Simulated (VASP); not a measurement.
# GW on GaAs: a test of the settings, part 2 of 3

Aim: test the GW correction to the gap of GaAs. The starting structure is a measured crystal structure from the Crystallography Open Database. Cell and atoms stay as given.

VASP 6.6.1.

Results so far: G0W0 (response cutoff 100 eV, 4×4×4 mesh) 1.32 eV; G0W0 (response cutoff 160 eV, 4×4×4 mesh) 1.30 eV.

## (4) G0W0 (response cutoff 240 eV, 4×4×4 mesh)

Level of this step: G0W0 on LDA; plane waves and PAW (As_GW, Ga_d_GW) (VASP).

It reads the orbitals and their derivatives (WAVECAR and WAVEDER) of a run with the empty bands, which follows a ground-state run; neither is shown.

The input, INCAR:

```
SYSTEM = GaAs
PREC = Accurate
ENCUT = 430
ISMEAR = 0
SIGMA = 0.01
LREAL = .FALSE.
GGA = CA
NBANDS = 384
ALGO = EVGW0
NELMGW = 1
ENCUTGW = 240
NOMEGA = 40
PRECFOCK = Fast
NBANDSGW = 20
LWAVE = .FALSE.
LCHARG = .FALSE.
```

The input, POSCAR:

```
GaAs
1.0
    0.0000000000      2.8268500000      2.8268500000
    2.8268500000      0.0000000000      2.8268500000
    2.8268500000      2.8268500000      0.0000000000
As Ga
1 1
Direct
    0.7500000000      0.7500000000      0.7500000000
    0.0000000000      0.0000000000      0.0000000000
```

The input, KPOINTS:

```
Automatic mesh
0
Gamma
4 4 4
0 0 0
```

PAW data sets: As_GW and Ga_d_GW (LDA family, release 64).

Command:

```bash
> mpirun -np 4 vasp_std
```

The program printed:

```text
[banner, memory and clock lines left out]
running    4 mpi-ranks, on    1 nodes
[...]
|                                                                             |
|           W    W    AA    RRRRR   N    N  II  N    N   GGGG   !!!           |
|           W    W   A  A   R    R  NN   N  II  NN   N  G    G  !!!           |
|           W    W  A    A  R    R  N N  N  II  N N  N  G       !!!           |
|           W WW W  AAAAAA  RRRRR   N  N N  II  N  N N  G  GGG   !            |
|           WW  WW  A    A  R   R   N   NN  II  N   NN  G    G                |
|           W    W  A    A  R    R  N    N  II  N    N   GGGG   !!!           |
|                                                                             |
|     The default for ENCUTGWSOFT is different in this version of VASP.       |
|     please manually set ENCUTGWSOFT =240 in the INCAR file.                 |
|                                                                             |

 LDA part: xc-table for (Slater(with rela. corr.)+CA(PZ))
[...]
total number of BLAS operations       2826.77 Gflops
NQ=   4    0.2500    0.2500    0.0000,
|.........|.........|.........|.........|.........|.........|.........|.........
 performed       3384000 updates of chi_q(r,r)
 total number of BLAS operations       3934.85 Gflops
NQ=   5    0.5000    0.2500    0.0000,
|.........|.........|.........|.........|.........|.........|.........|.........
 performed       4706000 updates of chi_q(r,r)
 total number of BLAS operations       5479.17 Gflops
NQ=   6   -0.2500    0.2500    0.0000,
|.........|.........|.........|.........|.........|.........|.........|.........
 performed       5906000 updates of chi_q(r,r)
 total number of BLAS operations       6858.13 Gflops
NQ=   7    0.5000    0.5000    0.0000,
|.........|.........|.........|.........|.........|.........|.........|.........
 performed       6675000 updates of chi_q(r,r)
 total number of BLAS operations       7785.38 Gflops
NQ=   8   -0.2500    0.5000    0.2500,
|.........|.........|.........|.........|.........|.........|.........|.........
 performed       7629000 updates of chi_q(r,r)
 total number of BLAS operations       8887.72 Gflops
 resolving degeneracies of screened two electron integrals

 calculate QP shifts <psi_nk| G(iteration)W_0 |psi_nk>: iteration 1
 entering main loop
[key lines of the parts left out:]
E-fermi :   3.9082
```

Wall time 3.3 min (4 MPI ranks of AMD EPYC 7R43, shared host); peak memory 1.4 GiB; 13 min of CPU time.

OUTCAR, selected parts (step 4):

```text
 QP shifts <psi_nk| G(iteration)W_0 |psi_nk>: iteration 1
 for sc-GW calculations column KS-energies equals QP-energies in previous step
 and V_xc(KS)=  KS-energies - (<T + V_ion + V_H > + <T+V_H+V_ion>^1  + <V_x>^1)
 k-point   1 :       0.0000    0.0000    0.0000
  band No.  KS-energies  QP-energies   sigma(KS)   V_xc(KS)     V^pw_x(r,r')   Z            occupation Imag(sigma)
    ...
      6      -9.0157      -9.3799     -12.0139     -11.4512     -18.0979       0.6473       2.0000       0.6512
      7       3.7550       3.3402     -12.6664     -12.1201     -13.6411       0.7591       2.0000      -0.1817
      8       3.7550       3.3402     -12.6664     -12.1201     -13.6411       0.7591       2.0000      -0.1817
      9       3.7550       3.3402     -12.6664     -12.1201     -13.6411       0.7591       2.0000      -0.1817
     10       4.0614       4.6038     -11.2426     -11.9511      -7.1788       0.7655       0.0000      -0.3835
     11       7.3887       7.5230     -10.1884     -10.3647      -5.5792       0.7621       0.0000      -0.3524
     12       7.3887       7.5230     -10.1884     -10.3647      -5.5792       0.7621       0.0000      -0.3524
     13       7.3887       7.5230     -10.1884     -10.3647      -5.5792       0.7621       0.0000      -0.3524
    ...

[... 1 part as in an earlier step ...]

[... 2 further parts left out ...]
[key lines of the parts left out:]
E-fermi :   3.9082
```

G0W0 (response cutoff 240 eV, 4×4×4 mesh): the quasiparticle gap on this mesh is 1.264 eV, +0.957 eV from the LDA gap on the same points, with 384 bands.

## (5) GW0 with iterated eigenvalues (response cutoff 160 eV, 4×4×4 mesh)

It reads the orbitals and their derivatives (WAVECAR and WAVEDER) of a run with the empty bands, which follows a ground-state run; neither is shown.

Changes to INCAR since step 4:

```diff
@@ -7,6 +7,6 @@
 GGA = CA
-NBANDS = 384
+NBANDS = 208
 ALGO = EVGW0
-NELMGW = 1
-ENCUTGW = 240
+NELMGW = 4
+ENCUTGW = 160
 NOMEGA = 40
```

POSCAR is that of step 4.

KPOINTS is that of step 4.

Command:

```bash
> mpirun -np 4 vasp_std
```

The program printed:

```text
[banner, memory and clock lines left out]
running    4 mpi-ranks, on    1 nodes
[...]
[... a notice as in an earlier step ...]

 LDA part: xc-table for (Slater(with rela. corr.)+CA(PZ))
 , standard interpolation
 found WAVECAR, reading the header
 POSCAR, INCAR and KPOINTS ok, starting setup
[...]
reading WAVECAR
 the WAVECAR file was read successfully
 initial charge from wavefunction
 available memory per node:    196.33 GB, setting MAXMEM to    201039

 The Fermi energy was updated, please check that it is located mid-gap
 values below the HOMO (VB) or above the LUMO (CB) will cause erroneous energies
 E-fermi :   3.9082

 calculate exact exchange contribution
 the WAVEDER file was read successfully
 [... a notice as in an earlier step ...]

energies w=
    0.000    0.000    0.365    0.000    0.728    0.000    1.086    0.000
    1.439    0.000    1.785    0.000    2.123    0.000    2.453    0.000
    2.776    0.000    3.093    0.000    3.404    0.000    3.710    0.000
[...]
total number of BLAS operations        418.37 Gflops
NQ=   4    0.2500    0.2500    0.0000,
|.........|.........|.........|.........|.........|.........|.........|.........
 performed       1813000 updates of chi_q(r,r)
 total number of BLAS operations        590.97 Gflops
NQ=   5    0.5000    0.2500    0.0000,
|.........|.........|.........|.........|.........|.........|.........|.........
 performed       2524000 updates of chi_q(r,r)
 total number of BLAS operations        844.50 Gflops
NQ=   6   -0.2500    0.2500    0.0000,
|.........|.........|.........|.........|.........|.........|.........|.........
 performed       3169000 updates of chi_q(r,r)
 total number of BLAS operations       1072.14 Gflops
NQ=   7    0.5000    0.5000    0.0000,
|.........|.........|.........|.........|.........|.........|.........|.........
 performed       3581000 updates of chi_q(r,r)
 total number of BLAS operations       1234.69 Gflops
NQ=   8   -0.2500    0.5000    0.2500,
|.........|.........|.........|.........|.........|.........|.........|.........
 performed       4093000 updates of chi_q(r,r)
 total number of BLAS operations       1411.95 Gflops
 resolving degeneracies of screened two electron integrals

 calculate QP shifts <psi_nk| G(iteration)W_0 |psi_nk>: iteration 4
 entering main loop
```

The job ended after 6.3 min (4 MPI ranks; peak memory 0.8 GiB; 25 min of CPU time).

Parts of OUTCAR (step 5):

```text
 QP shifts <psi_nk| G(iteration)W_0 |psi_nk>: iteration 2
 k-point   1 :       0.0000    0.0000    0.0000
  band No. old QP-enery  QP-energies   sigma(KS)   T+V_ion+V_H  V^pw_x(r,r')   Z            occupation Imag(sigma)
    ...
      6      -9.2975      -9.4108     -11.9065       2.4355     -18.0979       0.6529       2.0000       0.8842
      7       3.4373       3.3876     -12.5028      15.8750     -13.6411       0.7631       2.0000       0.0062
      8       3.4373       3.3876     -12.5028      15.8750     -13.6411       0.7631       2.0000       0.0062
      9       3.4373       3.3876     -12.5028      15.8750     -13.6411       0.7631       2.0000       0.0062
     10       4.7387       4.8027     -11.1905      16.0125      -7.1788       0.7679       0.0000      -0.1921
     11       7.6098       7.6438     -10.0990      17.7534      -5.5792       0.7634       0.0000      -0.1996
     12       7.6098       7.6438     -10.0990      17.7534      -5.5792       0.7634       0.0000      -0.1996
     13       7.6098       7.6438     -10.0990      17.7534      -5.5792       0.7634       0.0000      -0.1996
    ...

 QP shifts <psi_nk| G(iteration)W_0 |psi_nk>: iteration 3
 k-point   1 :       0.0000    0.0000    0.0000
  band No. old QP-enery  QP-energies   sigma(KS)   T+V_ion+V_H  V^pw_x(r,r')   Z            occupation Imag(sigma)
    ...
      6      -9.4108      -9.4446     -11.8980       2.4355     -18.0979       0.6531       2.0000       0.8889
      7       3.3876       3.3784     -12.4995      15.8750     -13.6411       0.7634       2.0000       0.0069
      8       3.3876       3.3784     -12.4995      15.8750     -13.6411       0.7634       2.0000       0.0069
      9       3.3876       3.3784     -12.4995      15.8750     -13.6411       0.7634       2.0000       0.0069
     10       4.8027       4.8079     -11.2031      16.0125      -7.1788       0.7687       0.0000      -0.1935
     11       7.6438       7.6481     -10.1040      17.7534      -5.5792       0.7627       0.0000      -0.2001
     12       7.6438       7.6481     -10.1040      17.7534      -5.5792       0.7627       0.0000      -0.2001
     13       7.6438       7.6481     -10.1040      17.7534      -5.5792       0.7627       0.0000      -0.2001
    ...

 QP shifts <psi_nk| G(iteration)W_0 |psi_nk>: iteration 4
 k-point   1 :       0.0000    0.0000    0.0000
  band No. old QP-enery  QP-energies   sigma(KS)   T+V_ion+V_H  V^pw_x(r,r')   Z            occupation Imag(sigma)
    ...
      6      -9.4446      -9.4540     -11.8945       2.4355     -18.0979       0.6531       2.0000       0.8911
      7       3.3784       3.3764     -12.4993      15.8750     -13.6411       0.7632       2.0000       0.0071
      8       3.3784       3.3764     -12.4993      15.8750     -13.6411       0.7632       2.0000       0.0071
      9       3.3784       3.3764     -12.4993      15.8750     -13.6411       0.7632       2.0000       0.0071
     10       4.8079       4.8079     -11.2047      16.0125      -7.1788       0.7687       0.0000      -0.1938
     11       7.6481       7.6483     -10.1051      17.7534      -5.5792       0.7627       0.0000      -0.1999
     12       7.6481       7.6483     -10.1051      17.7534      -5.5792       0.7627       0.0000      -0.1999
     13       7.6481       7.6483     -10.1051      17.7534      -5.5792       0.7627       0.0000      -0.1999
    ...

[... 3 parts as in an earlier step ...]

[... 1 further part left out ...]
[key lines of the parts left out:]
E-fermi :   3.9082
```

GW0 with iterated eigenvalues (response cutoff 160 eV, 4×4×4 mesh): the quasiparticle gap on this mesh is 1.432 eV, +1.125 eV from the LDA gap on the same points, with 208 bands.

## (6) G0W0 (response cutoff 100 eV, 5×5×5 mesh)

It reads the orbitals and their derivatives (WAVECAR and WAVEDER) of a run with the empty bands, which follows a ground-state run; neither is shown.

Changes to INCAR since step 5:

```diff
@@ -7,6 +7,6 @@
 GGA = CA
-NBANDS = 208
+NBANDS = 104
 ALGO = EVGW0
-NELMGW = 4
-ENCUTGW = 160
+NELMGW = 1
+ENCUTGW = 100
 NOMEGA = 40
```

POSCAR is that of step 5.

The input, KPOINTS:

```
Automatic mesh
0
Gamma
5 5 5
0 0 0
```

Command:

```bash
> mpirun -np 4 vasp_std
```

The program printed:

```text
[banner, memory and clock lines left out]
running    4 mpi-ranks, on    1 nodes
[...]
[... a notice as in an earlier step ...]

 LDA part: xc-table for (Slater(with rela. corr.)+CA(PZ))
 , standard interpolation
 found WAVECAR, reading the header
 POSCAR, INCAR and KPOINTS ok, starting setup
[...]
reading WAVECAR
 the WAVECAR file was read successfully
 initial charge from wavefunction
 available memory per node:    179.68 GB, setting MAXMEM to    183987

 The Fermi energy was updated, please check that it is located mid-gap
 values below the HOMO (VB) or above the LUMO (CB) will cause erroneous energies
 E-fermi :   3.8831

 calculate exact exchange contribution
 the WAVEDER file was read successfully
 [... a notice as in an earlier step ...]

energies w=
    0.000    0.000    0.325    0.000    0.648    0.000    0.967    0.000
    1.281    0.000    1.589    0.000    1.890    0.000    2.184    0.000
    2.472    0.000    2.754    0.000    3.031    0.000    3.304    0.000
[...]
total number of BLAS operations        191.25 Gflops
NQ=   6   -0.4000    0.2000    0.0000,
|.........|.........|.........|.........|.........|.........|.........|.........
 performed       2823000 updates of chi_q(r,r)
 total number of BLAS operations        242.98 Gflops
NQ=   7   -0.2000    0.2000    0.0000,
|.........|.........|.........|.........|.........|.........|.........|.........
 performed       3390000 updates of chi_q(r,r)
 total number of BLAS operations        289.28 Gflops
NQ=   8    0.4000    0.4000    0.0000,
|.........|.........|.........|.........|.........|.........|.........|.........
 performed       3824000 updates of chi_q(r,r)
 total number of BLAS operations        326.86 Gflops
NQ=   9   -0.4000    0.4000    0.0000,
|.........|.........|.........|.........|.........|.........|.........|.........
 performed       4391000 updates of chi_q(r,r)
 total number of BLAS operations        374.08 Gflops
NQ=  10   -0.4000    0.4000    0.2000,
|.........|.........|.........|.........|.........|.........|.........|.........
 performed       5091000 updates of chi_q(r,r)
 total number of BLAS operations        435.86 Gflops
 resolving degeneracies of screened two electron integrals

 calculate QP shifts <psi_nk| G(iteration)W_0 |psi_nk>: iteration 1
 entering main loop
```

It took 1.7 min on 4 MPI ranks; peak memory 0.74 GiB; 6.8 min of CPU time.

OUTCAR, selected parts (step 6):

```text
 QP shifts <psi_nk| G(iteration)W_0 |psi_nk>: iteration 1
 for sc-GW calculations column KS-energies equals QP-energies in previous step
 and V_xc(KS)=  KS-energies - (<T + V_ion + V_H > + <T+V_H+V_ion>^1  + <V_x>^1)
 k-point   1 :       0.0000    0.0000    0.0000
  band No.  KS-energies  QP-energies   sigma(KS)   V_xc(KS)     V^pw_x(r,r')   Z            occupation Imag(sigma)
    ...
      6      -9.0426      -9.1784     -11.6679     -11.4537     -18.1099       0.6339       2.0000       1.0260
      7       3.7244       3.5634     -12.3281     -12.1157     -13.4422       0.7581       2.0000       0.1182
      8       3.7244       3.5634     -12.3281     -12.1157     -13.4422       0.7581       2.0000       0.1182
      9       3.7244       3.5634     -12.3281     -12.1157     -13.4422       0.7581       2.0000       0.1182
     10       4.0417       4.8786     -10.8635     -11.9517      -7.4479       0.7691       0.0000      -0.0306
     11       7.3810       7.7174      -9.9240     -10.3686      -5.6483       0.7566       0.0000      -0.0850
     12       7.3810       7.7174      -9.9240     -10.3686      -5.6483       0.7566       0.0000      -0.0850
     13       7.3810       7.7174      -9.9240     -10.3686      -5.6483       0.7566       0.0000      -0.0850
    ...

[... 1 part as in an earlier step ...]

[... 2 further parts left out ...]
[key lines of the parts left out:]
E-fermi :   3.8831
```

G0W0 (response cutoff 100 eV, 5×5×5 mesh): the quasiparticle gap on this mesh is 1.315 eV, +0.998 eV from the LDA gap on the same points, with 104 bands.

(Continued in part 3 of 3.)

[Lines on the potential files, build, host, timing and source positions are cut from VASP's logs without a mark.]

[Logs are printed without paths, hosts, clocks, repeated set-up lines and the standing remarks that a program may print on its own settings, such as how far it seeks lower states.]

[Hosts, paths, dates, database ids (printed as entryN), source tags and the programs' standing remarks are cut or masked in the printed files.]
